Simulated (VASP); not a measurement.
CaO (rock salt) relaxed at rising pressure, in one space group throughout; other phases were not tried. The pressures are those reached. Calculation: LDA (Ceperley-Alder, Perdew-Zunger), VASP's LDA PAW potentials (set 64) (plane waves; VASP).

```tsv
P (GPa)	V (Å³/atom)	k-mesh
-0.18	13.140	10×10×10
4.98	12.663	10×10×10
9.97	12.277	10×10×10
19.86	11.658	10×10×10
29.82	11.165	10×10×10
```

### Question
Fit an equation of state and predict the volume at 45.08 GPa.

### Answer
Least squares on the third-order Birch-Murnaghan form, P = (3B0/2)(y⁷ − y⁵)[1 + (3/4)(B′ − 4)(y² − 1)] with y = (V0/V)^(1/3), gives V0 = 13.122 Å³/atom, B0 = 130 GPa and B′ = 4.4, and so 10.570 Å³/atom. The run gave 10.568 Å³/atom, -0.0 % from the fit.

Pressures at which the relaxation failed are left out.

The compound is CaO in the rock salt structure.
